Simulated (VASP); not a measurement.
An input for Quantum ESPRESSO's pw.x (written as the equivalent of a VASP run, and not itself run):

```
&CONTROL
  calculation = 'vc-relax'
  pseudo_dir = './pseudo'
  outdir = './out'
  tprnfor = .true.
  tstress = .true.
  nstep = 60
  forc_conv_thr = 0.00078
/
&SYSTEM
  ibrav = 0
  nat = 3
  ntyp = 2
  ecutwfc = 84
  occupations = 'smearing'
  smearing = 'gaussian'
  degauss = 0.003675
  input_dft = 'vdw-df2'
/
&ELECTRONS
  conv_thr = 7.3e-08
  electron_maxstep = 100
/
&IONS
/
&CELL
/
ATOMIC_SPECIES
  Ba 137.327 Ba.upf
  F 18.998 F.upf
CELL_PARAMETERS angstrom
     0.0000000    3.0881705    3.0881705
     3.0881705    0.0000000    3.0881705
     3.0881705    3.0881705   -0.0000000
ATOMIC_POSITIONS crystal
  Ba   0.0000000  1.0000000  0.0000000
  F    0.2500000  0.2500000  0.2500000
  F    0.7500000  0.7500000  0.7500000
K_POINTS automatic
  6 6 6 0 0 0
```

Q: Translate this input to VASP (INCAR, KPOINTS, POSCAR, choice of POTCAR).

A: One answer among several that fit: 
**INCAR**
```
AGGAC = 0.0
ALGO = Normal
EDIFF = 1E-6
EDIFFG = -0.02
ENCUT = 520
GGA = ML
IBRION = 2
ISIF = 3
ISMEAR = 0
LASPH = .TRUE.
LCHARG = .FALSE.
LMAXMIX = 4
LREAL = .FALSE.
LUSE_VDW = .TRUE.
LWAVE = .FALSE.
NELM = 100
NSW = 60
PREC = Accurate
SIGMA = 0.05
SYSTEM = BaF2
ZAB_VDW = -1.8867
```

File POSCAR:
```
BaF2
1
    0.0000000000     3.0881704996     3.0881704996
    3.0881704996     0.0000000000     3.0881704996
    3.0881704996     3.0881704996    -0.0000000000
Ba F
1 2
Direct
  0.0000000000   1.0000000000   0.0000000000
  0.2500000000   0.2500000000   0.2500000000
  0.7500000000   0.7500000000   0.7500000000
```

KPOINTS:
```
Automatic mesh
0
Gamma
6 6 6
0 0 0
```

POTCAR, in this order: Ba_sv F (PBE.64 set). Program: vasp_std.

The two are equivalent in intent, not identical: the potentials are each code's own (VASP's PAW set, PseudoDojo norm-conserving files in pw.x), so ENCUT and ecutwfc are chosen apart and not converted; conv_thr bounds pw.x's estimated SCF error, while EDIFF bounds the energy change between steps; forc_conv_thr acts on force components and is met together with etot_conv_thr.

The compound is BaF2 in the fluorite structure. This run relaxes it. Symmetry was kept, so distortions that lower it aren't found. The start is the result of an earlier pass.
